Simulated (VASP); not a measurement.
Given:

```xyz
2
Lattice="0.0000 3.6853 3.6853 3.6853 0.0000 3.6853 3.6853 3.6853 0.0000" Properties=species:S:1:pos:R:3 pbc="T T T"
Sr     0.0000     0.0000     0.0000
Te     1.8427     1.8427     1.8427
```

All values below come from PBEsol GGA, VASP's PBE PAW potentials (set 64) (plane waves; VASP). Run with 400 eV cut-off, Gaussian smearing of 0.050 eV, potentials Sr_sv Te.

Unless said otherwise, spin-orbit coupling is left out, though it shifts the bands of the heavy elements here.

Q: Give the energies of bands 6 to 11 at the high-symmetry points, in eV from the valence-band maximum.

A: 
| band | Γ | X | U | L | W |
|---|---|---|---|---|---|
| 6 | -0.17 | -1.15 | -0.90 | -1.03 | -0.71 |
| 7 | -0.17 | 0.00 | -0.38 | -0.06 | -0.58 |
| 8 | -0.17 | 0.00 | -0.01 | -0.06 | -0.03 |
| 9 | 2.70 | 3.05 | 3.29 | 4.31 | 3.24 |
| 10 | 4.87 | 4.21 | 4.45 | 4.93 | 4.45 |
| 11 | 4.87 | 5.72 | 5.07 | 4.93 | 5.37 |

The gap is indirect, 2.70 eV, from the valence maximum at X to the conduction minimum at Γ.

The structure was generated: SrTe was put into the zinc blende type (F-43m), which need not be its known phase. It was relaxed first, which changed the volume by -12 %.
